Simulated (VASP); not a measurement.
Input:

```yaml
crystal:
  lattice:
    - [0.00000, 2.84048, 2.84048]
    - [2.84048, 0.00000, 2.84048]
    - [2.84048, 2.84048, 0.00000]
  atoms:
    - { symbol: Eu, position: [0.00000, 0.00000, 0.00000] }
    - { symbol: S, position: [0.50000, 0.50000, 0.50000] }
```

Calculation: PBE GGA with D3 dispersion (Becke-Johnson damping), VASP's PBE PAW potentials (set 64) (plane waves; VASP). Numerical set-up: 520 eV cut-off, 8×8×8 Γ-centred mesh, Gaussian smearing of 0.050 eV, potentials Eu_2 S.

The 4f electrons are frozen in the core of the lanthanide potential, so 4f levels, which can set the real gap, and their magnetism are missing.

Question: Estimate the energy per atom (σ→0), pressure, band gap (on the k-mesh) with the smallest direct gap where there is one.

Answer: 
```
Property                                      Value
-----------------------------------  --------------
band gap (on the k-mesh)                    1.70 eV
smallest direct gap (on the k-mesh)         2.11 eV
energy per atom (σ→0)                -5.651 eV/atom
pressure                                   4.46 GPa
```

Total energies compare only between runs with the same potentials, cut-off and functional.

The compound is EuS in the rock salt structure. This cell is one point of a volume scan, at 0.94 of the reference volume.
